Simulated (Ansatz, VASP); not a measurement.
## SnSe2: VASP beside Ansatz

Aim: how closely do two programs agree when they are given the same cell, functional and k mesh? The cell is taken from a series of runs on this material, whose earlier steps may have relaxed, scaled, displaced or heated it; both programs get it as it stands.

Program: Ansatz 0.2.0. Level of theory: plane waves, with VASP 6.6.1 beside it; zone-centre phonons at r2SCAN. Results are calculated unless marked as measured.

### 1. The structure

The structure is trigonal, space group P-3m1 (No. 164). Conventional cell: a = 3.841 Å, b = 3.841 Å, c = 6.528 Å, α = 90.00°, β = 90.00°, γ = 120.00°. Sn has 6 Se at 2.72 Å nearest. Nearest to Se lie 3 Sn at 2.72 Å. Farther neighbours and most contacts between anions are not listed.

As a file:

```cif
data_structure
_symmetry_space_group_name_H-M 'P-3m1'
_symmetry_Int_Tables_number 164
_cell_length_a 3.8407
_cell_length_b 3.8407
_cell_length_c 6.5282
_cell_angle_alpha 90.000
_cell_angle_beta 90.000
_cell_angle_gamma 120.000
_cell_volume 83.40
loop_
_atom_site_label
_atom_site_type_symbol
_atom_site_symmetry_multiplicity
_atom_site_Wyckoff_symbol
_atom_site_fract_x
_atom_site_fract_y
_atom_site_fract_z
_atom_site_occupancy
Sn1 Sn 1 a 0.00000 0.00000 0.00000 1
Se1 Se 2 d 0.33333 0.66667 0.24108 1
```

### 2. Ansatz: zone-centre phonons, r2SCAN

Ansatz runs on its default PAW (the set named soft_2) files.

Second derivatives magnify differences that forces hide, and they need a tight electronic threshold.

File input.yaml:

```yaml
crystal:
  lattice:
    - [3.8407078634, 0.0, 0.0]
    - [-1.9203539317, 3.3261505782, 0.0]
    - [0.0, 0.0, 6.5281875194]
  atoms:
    - { symbol: Sn, position: [0.0, 0.0, 0.0] }
    - { symbol: Se, position: [0.3333333333, 0.6666666667, 0.2410792074] }
    - { symbol: Se, position: [0.6666666667, 0.3333333333, 0.7589207926] }
kpoints:
  mp_grid: { grid: [9, 9, 6] }
hamiltonian:
  xc: r2scan
scf:
  occupations: { method: fixed }
output:
  eigenvalues: true
phonons:
  method: dfpt
```

Run with:

```console
$ ansatz run input.yaml --threads 4 --pin off --max-ram 16384MiB --backend cpu --events-out ev --progress --plain --runs-dir out
```

Numbers of over 12 decimals in the logs are rounded to 6 here.

What it wrote:

```text
Engine: ansatz 0.2.0, aarch64-unknown-linux-gnu
Pseudopotentials: kind: paw
Pseudopotential: Sn, paw, valence charge 14, recommended cutoff 500 eV (meta_gga), Sn.paw.azcp
Pseudopotential: Se, paw, valence charge 16, recommended cutoff 500 eV (meta_gga), Se.paw.azcp
Functional definition: r2SCAN
  parameter k0 = 0.174
  parameter k1 = 0.065
  parameter a1 = 4.9479
  exchange = r2scan_x(k0 = k0, k1 = k1, a1 = a1)
  correlation = r2scan_c
Crystal: 3 atoms, lattice volume = 83.396 Å³
Basis set: ecut = 500 eV, 2057 PW (Γ), exchange–correlation on 150×150×240 points (125 copies of the dense FFT grid, shifted against one another)
Bands: 28, of which v1, the nominal top of the filled ones, is band 23 counted from 1 (22 counted from 0)
Symmetry: 12 space group operations
k-points: 140 of 486 (irreducible under 2 space group operations, time reversal used)
Non-local potential: Sn, projectors of the file, l = 0: 2, l = 1: 2, l = 2: 2, l = 3: 2
Non-local potential: Se, projectors of the file, l = 0: 2, l = 1: 2, l = 2: 3, l = 3: 1
PAW form: soft (Blöchl's): semilocal exchange-correlation on the pseudo side does not see the compensation charge
PAW frozen core: Sn, regenerated for the run's functional (the file was generated under x = pbe(κ = 0.804, μ = 0.219515), c = pbe(β = 0.066725))
PAW frozen core: Se, regenerated for the run's functional (the file was generated under x = pbe(κ = 0.804, μ = 0.219515), c = pbe(β = 0.066725))
PAW one-centre angular grid: Sn, 590 points (default); XC on 249 of its mesh's 2787 points in the sphere
PAW one-centre angular grid: Se, 590 points (default); XC on 160 Gauss nodes
Initial density: superposition of atomic densities (neutral atoms: chi_scale 0, normalization atom), corrected by the library's trained network
Initial wavefunctions: pseudopotential atomic-orbital guess
Functional: x = r2scan, c = r2scan; τ floored in thin density (d = 2e-4 eV/Å³)
SCF iter   1: F=—  HF=-16996.160709 eV  |F-HF|=—  |Δ(HF+E_count)|=         —  Δρ=6.30e-3  dr2=5.84e-2  dr2_τ=6.71e-3  ethr=1.77e-3  ⟨swp⟩=5.0  Hψ=14355  notcnv=0  defer=412
preconditioner: auto → Resta (q_TF=auto, 2.471 Å⁻¹)  ε∞=2.5  [insulator: Δε(μ)=1.065 eV  Ē_g=16.798 eV  n_scr=22 (ndim 8)  ℏωp=20.7 eV  f_vac=0.132  ε∞_Penn≈2.5]
SCF iter   2: F=—  HF=-16996.172458 eV  |F-HF|=—  |Δ(HF+E_count)|=   1.17e-2  Δρ=2.82e-3  dr2=4.67e-3  dr2_τ=2.32e-4  ethr=1.27e-4  ⟨swp⟩=2.8  Hψ=7809  notcnv=0  defer=415
SCF iter   3: F=—  HF=-16996.173038 eV  |F-HF|=—  |Δ(HF+E_count)|=   5.81e-4  Δρ=1.12e-3  dr2=6.93e-4  dr2_τ=1.30e-5  ethr=1.01e-5  ⟨swp⟩=2.4  Hψ=5160  notcnv=0  defer=416
SCF iter   4: F=—  HF=-16996.173138 eV  |F-HF|=—  |Δ(HF+E_count)|=   9.97e-5  Δρ=1.93e-4  dr2=2.05e-5  dr2_τ=9.02e-7  ethr=1.51e-6  ⟨swp⟩=2.0  Hψ=5165  notcnv=0  defer=416
SCF iter   5: F=—  HF=-16996.173139 eV  |F-HF|=—  |Δ(HF+E_count)|=   7.97e-7  Δρ=6.59e-5  dr2=2.31e-6  dr2_τ=5.18e-8  ethr=4.45e-8  ⟨swp⟩=2.0  Hψ=7000  notcnv=0  defer=140
SCF iter   6: F=—  HF=-16996.173140 eV  |F-HF|=—  |Δ(HF+E_count)|=   1.03e-6  Δρ=8.26e-6  dr2=8.95e-8  dr2_τ=1.10e-9  ethr=5.02e-9  ⟨swp⟩=2.0  Hψ=4806  notcnv=0  defer=140
SCF iter   7: F=—  HF=-16996.173140 eV  |F-HF|=—  |Δ(HF+E_count)|=   1.89e-8  Δρ=2.80e-6  dr2=1.15e-8  dr2_τ=4.05e-10  ethr=1.95e-10  ⟨swp⟩=2.0  Hψ=5347  notcnv=0  defer=140
SCF iter   8: F=—  HF=-16996.173140 eV  |F-HF|=—  |Δ(HF+E_count)|=   3.11e-9  Δρ=1.01e-6  dr2=1.22e-9  dr2_τ=2.32e-11  ethr=2.50e-11  ⟨swp⟩=2.0  Hψ=5164  notcnv=0  defer=140
SCF iter   9: F=-16996.173140 eV  HF=-16996.173140 eV  |F-HF|=0.00e0  |Δ(HF+E_count)|=  1.56e-10  Δρ=1.31e-7  dr2=1.64e-11  dr2_τ=6.12e-13  ethr=1.00e-12  ⟨swp⟩=10.7  Hψ=25902  notcnv=0
SCF 1 converged in 9 iterations: F = -16996.173140 eV  dr2 = 1.64e-11
  greatest PAW one-centre occupation: 1.000 electrons in one spin orbital (limit 2), on the Se atom at site 2 (counted from 0), in its partial waves of l = 2
DFPT response loops at Γ: preconditioner auto → Resta (q_TF=auto, 2.471 Å⁻¹)  ε∞=7.6 (no band partly filled); β = 1.00, the filter's whole step (`scf.mixing.beta` (0.50) is not read by the response loops at its default; to damp them type it under 1.00, their step now; it binds the ground state too); Broyden in place of MSR1
SCF converged after 9 iterations
Free energy (F): -16996.173140 eV
Harris-Foulkes:  -16996.173140 eV  (|F-HF|=0.00e0)
Internal energy: -16996.173140 eV  (E = F + TS)
E sigma→0 (E₀):  -16996.173140 eV
Fermi energy:    6.668870 eV
--- Per-component energies (eV) ---
  E_band       = -941.638130
  E_kinetic    = 424.039820
  E_local      = -6477.120751  (includes V_loc(G=0)·N_el)
  E_nonlocal   = -1221.985164
  E_hartree    = 3294.475610
  E_xc         = -569.289591
  E_vxc        = -313.409409  (∫ρ·V_xc dr)
  E_paw        = -8014.986962  (= ΣΔE_a)
  E_vpaw       = 41.124531  (= ΣTr[D̂ρ^β])
  E_aug_tail   = -0.000418  (compensation charges beyond the density's cutoff)
  E_vtau       = 16.762109  (kinetic-family band-sum trace: ∫τ·v_τ [+ j·A + Jᵃ·Aᵃ] dr)
  E_ewald      = -4428.511463
  E_core_change = -2.794221  (= ΣΔE_core)
  E_smearing   = -0.000000  (= −TS)
  E_closure    = 0.000000  (closes the sum)
  Σ components = -16996.173140   (vs F -16996.173140, Δ=0.00e0)
--- Band table (eV; the first three rows and the last of 140) ---
  k-point 0: bands = [... 19 lower, 6.1389, 6.3961, 6.4770, 6.4770, 8.1770, 10.2818, 11.7327, 11.7327, ... 1 higher]
  k-point 1: bands = [... 19 lower, 6.1228, 6.1228, 6.5010, 6.5010, 8.5596, 10.2752, 11.6918, 11.6918, ... 1 higher]
  k-point 2: bands = [... 19 lower, 6.0955, 6.0955, 6.5442, 6.5442, 9.0941, 10.2490, 11.6124, 11.6124, ... 1 higher]
  k-point 139: bands = [... 19 lower, 3.4695, 4.3648, 5.8013, 6.1358, 9.0962, 11.6707, 12.7850, 13.0906, ... 1 higher]
--- Phonons (Γ-DFPT): 4 representative perturbations + reference, on 140 of 486 k-points (Σ response iterations 32) ---
  k mesh reduced under 2 symmetry operations, with k and −k counted as one. Each operation leaves every solved perturbation unchanged. A smaller set is not considered because the functional reads the kinetic-energy density
  ASR residual: 2.155e-4 → 0.000e0 eV/Å²; symmetrization residual: 3.806e-5 eV/Å²
  ASR residual per site (eV/Å²): 2.16e-4 8.95e-5 8.95e-5
  Γ frequencies (cm⁻¹): 0.00 0.00 0.00 116.33 116.33 145.27 145.27 186.92 250.40
  non-analytic LO–TO correction: not included (Born effective charges unavailable; polar crystals: no LO–TO splitting at Γ)
```

The column dr2 measures how far the density is from self-consistency, as an energy; F and HF (Harris–Foulkes) agree once it is small.

(Part 1 of 2 ends here.)

[Lines on the potential files, build, host, timing and source positions are cut from VASP's logs without a mark.]

[Logs are printed without paths, hosts, clocks, repeated set-up lines and the standing remarks that a program may print on its own settings, such as how far it seeks lower states.]

[Hosts, paths, dates, database ids (printed as entryN), source tags and the programs' standing remarks are cut or masked in the printed files.]
